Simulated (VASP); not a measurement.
```
CaF2
1.0
    0.00000     2.73000     2.73000
    2.73000     0.00000     2.73000
    2.73000     2.73000     0.00000
Ca F
1 2
Cartesian
  0.00000   0.00000   0.00000
  1.36500   1.36500   1.36500
  4.09500   4.09500   4.09500
```
Cell charge -0.5.

Calculation: PBE GGA, VASP's PBE PAW potentials (set 64) (plane waves; VASP). Numerical set-up: NELECT = 24.5, 520 eV cut-off, 8×8×8 Γ-centred mesh, Gaussian smearing of 0.050 eV, potentials Ca_sv F.

The cell is charged, with a uniform compensating background.

Problem. Give the stress tensor in GPa (positive for a compressed cell).

Solution. 
```
21.48   0.00   0.00
 0.00  21.48   0.00
 0.00   0.00  21.48
```
The pressure is its mean diagonal, 21.48 GPa.

The compound is CaF2 in the fluorite structure. The cell was not relaxed at this level. The run is one of a series of settings (NELECT = 24.5 against the base run), some of them coarse on purpose.
